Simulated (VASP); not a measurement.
Method: PBE GGA with D3 dispersion (zero damping), VASP's PBE PAW potentials (set 64) (plane waves; VASP).

Input for VASP

**KPOINTS**
```
Automatic mesh
0
Gamma
13 13 13
0 0 0
```

### INCAR
```
SYSTEM  =  Sn
PREC  =  Accurate; ENCUT  =  520; LREAL  =  .False.
LASPH  =  .True.
EDIFF  =  1E-7; NELM  =  100; ALGO  =  Normal
LMAXMIX  =  4
ISMEAR  =  1; SIGMA  =  0.1
GGA  =  PE; IVDW  =  11
IBRION  =  2; NSW  =  30; ISIF  =  4
EDIFFG  =  -0.01
LWAVE  =  .False.; LCHARG  =  .False.
```

File POSCAR:
```
Sn
1.0
 -2.9499807279   2.9499807279   1.5966527477
  2.9499807279  -2.9499807279   1.5966527477
  2.9499807279   2.9499807279  -1.5966527477
Sn
2
Cart
  2.9499807279   0.0000000000   0.7983263739
  0.0000000000   0.0000000000   0.0000000000
```

POTCAR, in this order: Sn_d (PBE.64 set). Program: vasp_std.

Output of the run:

**OUTCAR**
```
 ion  position               nearest neighbor table
   1  0.250  0.750  0.500-   2 3.06   2 3.06   2 3.06   2 3.06
   2  0.000  0.000  0.000-   1 3.06   1 3.06   1 3.06   1 3.06
  LATTYP: Found a body centered tetragonal cell.
 ALAT       =     5.8999614558
 C/A-ratio  =     0.5412417554
 Subroutine PRICEL returns:
 Original cell was already a primitive cell.
 Subroutine GETGRP returns: Found 16 space group operations
The static configuration has the point symmetry D_2d.
 The point group associated with its full space group is D_4h.
The dynamic configuration has the point symmetry D_2d.
 Subroutine INISYM returns: Found 16 space group operations
 Subroutine IBZKPT returns following result:
 Found    196 irreducible k-points:

 Following reciprocal coordinates:
            Coordinates               Weight
  0.000000  0.000000  0.000000      1.000000
  0.076923  0.000000 -0.000000      8.000000
  0.153846  0.000000 -0.000000      8.000000
  0.230769 -0.000000  0.000000      8.000000
  0.307692  0.000000 -0.000000      8.000000
  0.384615  0.000000 -0.000000      8.000000
  0.461538  0.000000 -0.000000      8.000000
  0.076923  0.076923 -0.000000      8.000000
  0.153846  0.076923  0.000000     16.000000
  0.230769  0.076923  0.000000     16.000000
  0.307692  0.076923  0.000000     16.000000
  0.384615  0.076923  0.000000     16.000000
  0.461538  0.076923 -0.000000     16.000000
 -0.461538  0.076923  0.000000     16.000000
 -0.384615  0.076923  0.000000     16.000000
 -0.307692  0.076923  0.000000     16.000000
 -0.230769  0.076923 -0.000000     16.000000
 -0.153846  0.076923 -0.000000     16.000000
 -0.076923  0.076923  0.000000      4.000000
  0.153846  0.153846 -0.000000      8.000000
  0.230769  0.153846  0.000000     16.000000
  0.307692  0.153846 -0.000000     16.000000
...
```

OSZICAR:
```
       N       E                     dE             d eps       ncg     rms          rms(c)
DAV:   1     0.202155981094E+03    0.20216E+03   -0.15120E+04  7064   0.241E+03
DAV:   2     0.104282572401E+02   -0.19173E+03   -0.18965E+03  7066   0.450E+02
DAV:   3    -0.708667964190E+01   -0.17515E+02   -0.17355E+02  8160   0.139E+02
DAV:   4    -0.760806201043E+01   -0.52138E+00   -0.51883E+00  8054   0.262E+01
DAV:   5    -0.762814319597E+01   -0.20081E-01   -0.20080E-01  9586   0.472E+00    0.228E+00
DAV:   6    -0.761338518080E+01    0.14758E-01   -0.34548E-02  9110   0.286E+00    0.128E+00
DAV:   7    -0.761006753937E+01    0.33176E-02   -0.20950E-02  9154   0.219E+00    0.165E-01
DAV:   8    -0.761001936001E+01    0.48179E-04   -0.18900E-03  8186   0.647E-01    0.365E-02
DAV:   9    -0.761002793829E+01   -0.85783E-05   -0.55606E-05  9036   0.777E-02    0.138E-02
DAV:  10    -0.761002641523E+01    0.15231E-05   -0.72800E-06  8974   0.396E-02    0.160E-03
DAV:  11    -0.761002653929E+01   -0.12406E-06   -0.25665E-07  5986   0.709E-03    0.105E-03
DAV:  12    -0.761002630111E+01    0.23818E-06   -0.61025E-08  3796   0.313E-03    0.236E-04
DAV:  13    -0.761002634552E+01   -0.44407E-07   -0.14805E-08  3742   0.185E-03
   1 F= -.80073679E+01 E0= -.80074370E+01  d E =-.800737E+01
       N       E                     dE             d eps       ncg     rms          rms(c)
DAV:   1    -0.761007272273E+01   -0.46422E-04   -0.24728E-03  7912   0.442E-01    0.466E-02
DAV:   2    -0.761001437325E+01    0.58349E-04   -0.12576E-04  8508   0.196E-01    0.291E-02
DAV:   3    -0.760998145824E+01    0.32915E-04   -0.70594E-05  9088   0.135E-01    0.348E-03
DAV:   4    -0.760998243400E+01   -0.97576E-06   -0.13384E-05  7442   0.478E-02    0.214E-03
DAV:   5    -0.760998239423E+01    0.39775E-07   -0.34626E-07  6422   0.105E-02
   2 F= -.80073796E+01 E0= -.80074555E+01  d E =-.117083E-04
```

File OUTCAR:
```
------------------------ aborting loop because EDIFF is reached ----------------------------------------
 Edisp (eV)   -0.39740
  FORCE on cell =-STRESS in cart. coord.  units (eV):
  Direction    XX          YY          ZZ          XY          YZ          ZX
  --------------------------------------------------------------------------------------
  Total       0.00175     0.00175    -0.01522     0.00000     0.00000     0.00000
  in kB       0.05032     0.05032    -0.43862     0.00000     0.00000     0.00000
  external pressure =       -0.11 kB  Pullay stress =        0.00 kB
  volume of cell :       55.58
      direct lattice vectors                 reciprocal lattice vectors
    -2.950718001  2.950718001  1.595854961     0.000000000  0.169450283  0.313311681
     2.950718001 -2.950718001  1.595854961     0.169450283  0.000000000  0.313311681
     2.950718001  2.950718001 -1.595854961     0.169450283  0.169450283  0.000000000
 POSITION                                       TOTAL-FORCE (eV/Angst)
 -----------------------------------------------------------------------------------
      2.95072      0.00000      0.79793        -0.000000      0.000000      0.000000
      2.95072     -2.95072      1.59585         0.000000     -0.000000     -0.000000
 -----------------------------------------------------------------------------------
    total drift:                                0.000000     -0.000000      0.000000
  FREE ENERGIE OF THE ION-ELECTRON SYSTEM (eV)
  ---------------------------------------------------
  free  energy   TOTEN  =        -8.0073795626 eV

  energy  without entropy=       -8.0076074931  energy(sigma->0) =       -8.00745554

 reached required accuracy - stopping structural energy minimisation
```
(Selected blocks of OUTCAR.)

### CONTCAR
```
Sn
   1.00000000000000
    -2.9507180012086081    2.9507180012086081    1.5958549605930270
     2.9507180012086081   -2.9507180012086081    1.5958549605930270
     2.9507180012086081    2.9507180012086081   -1.5958549605930270
  Sn
     2
Direct
     0.2500000000000000    0.7500000000000000    0.5000000000000000
     0.0000000000000000    1.0000000000000000    0.0000000000000000
```

The compound is Sn in the beta structure. This run relaxes it. Symmetry was kept, so distortions that lower it aren't found.
